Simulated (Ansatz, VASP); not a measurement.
## Two plane-wave programs on NaLiICl

```
CELL_PARAMETERS angstrom
3.76431 0.00000 0.00000
0.00000 3.76431 0.00000
0.00000 0.00000 6.71257
ATOMIC_POSITIONS crystal
Na 0.50000 0.50000 0.50000
Li 0.00000 0.00000 0.00000
I 0.50000 0.50000 0.00000
Cl 0.00000 0.00000 0.50000
```

Change from the starting cell: strain -0.080 along x and y, +0.080 along z, atoms carried along.

Alike in both runs: task single point; functional LDA; k mesh 6 × 6 × 4; occupations gaussian, width 0.05 eV; no spin polarisation.

```csv
,VASP,Ansatz
version,VASP 6.6.1,Ansatz 0.2.0
potentials or method,"VASP PAW LDA potentials, release 64 (Na_pv, Li_sv, I, Cl)","scalar-relativistic, plane waves, PAW"
plane-wave cutoff (eV),520,420
valence electrons in the cell,24,36
```

|  | VASP | Ansatz | Ansatz less VASP |
| --- | --- | --- | --- |
| gap on the k mesh at the Fermi level (eV) | 3.68 | 3.67 | -0.002 |
| least direct gap on the mesh (eV) | 3.82 | 3.84 | +0.019 |

The two sets of potentials don't hold the same shells in valence.

Caveats: spin-orbit coupling is left out, which moves the levels of the heavy elements. A k mesh can miss the band edges.
